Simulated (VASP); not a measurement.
VASP ran on this input.

**INCAR**
```
! general
SYSTEM = C
PREC   = Accurate
ENCUT  = 520
LREAL  = .FALSE.
LASPH  = .TRUE.

! electronic loop
EDIFF  = 1E-7
NELM   = 100
ALGO   = Normal

! smearing
ISMEAR = 0
SIGMA  = 0.05

! functional
GGA    = PE
IVDW   = 12

! ions
IBRION = 2
NSW    = 30
ISIF   = 4
EDIFFG = -0.01

! output
LWAVE  = .FALSE.
LCHARG = .FALSE.
```

**POSCAR**
```
C
1.0
  1.2206243119  -2.1141828330   0.0000000000
  1.2206243119   2.1141828330   0.0000000000
  0.0000000000   0.0000000000   6.6426383130
C
4
Cart
  0.0000000000   0.0000000000   1.6606595782
  0.0000000000   0.0000000000   4.9819787348
  1.2206243119   0.7047290205   1.6606595782
  1.2206243119  -0.7047290205   4.9819787348
```

**KPOINTS**
```
Automatic mesh
0
Gamma
10 10 4
0 0 0
```

POTCAR, in this order: C (PBE.64 set). Program: vasp_std.

Problem. Translate this PBE-D3(BJ) calculation to Quantum ESPRESSO's pw.x.

Solution. One equivalent input (not run):
```
&CONTROL
  calculation = 'vc-relax'
  pseudo_dir = './pseudo'
  outdir = './out'
  tprnfor = .true.
  tstress = .true.
  nstep = 30
  forc_conv_thr = 0.00039
/
&SYSTEM
  ibrav = 0
  nat = 4
  ntyp = 1
  ecutwfc = 82
  occupations = 'smearing'
  smearing = 'gaussian'
  degauss = 0.003675
  input_dft = 'pbe'
  vdw_corr = 'grimme-d3'
  dftd3_version = 4
  dftd3_threebody = .false.
/
&ELECTRONS
  conv_thr = 7.3e-09
  electron_maxstep = 100
/
&IONS
/
&CELL
  cell_dofree = 'shape'
/
ATOMIC_SPECIES
  C 12.011 C.upf
CELL_PARAMETERS angstrom
     1.2206243   -2.1141828    0.0000000
     1.2206243    2.1141828    0.0000000
     0.0000000    0.0000000    6.6426383
ATOMIC_POSITIONS crystal
  C    0.0000000  0.0000000  0.2500000
  C    0.0000000  0.0000000  0.7500000
  C    0.3333330  0.6666670  0.2500000
  C    0.6666670  0.3333330  0.7500000
K_POINTS automatic
  10 10 4 0 0 0
```
The two are equivalent in intent, not identical: the potentials are each code's own (VASP's PAW set, PseudoDojo norm-conserving files in pw.x), so ENCUT and ecutwfc are chosen apart and not converted; conv_thr bounds pw.x's estimated SCF error, while EDIFF bounds the energy change between steps; forc_conv_thr acts on force components and is met together with etot_conv_thr.

The compound is C in the graphite structure. This cell is one point of a volume scan, at 0.97 of the reference volume. Symmetry was kept, so distortions that lower it aren't found.
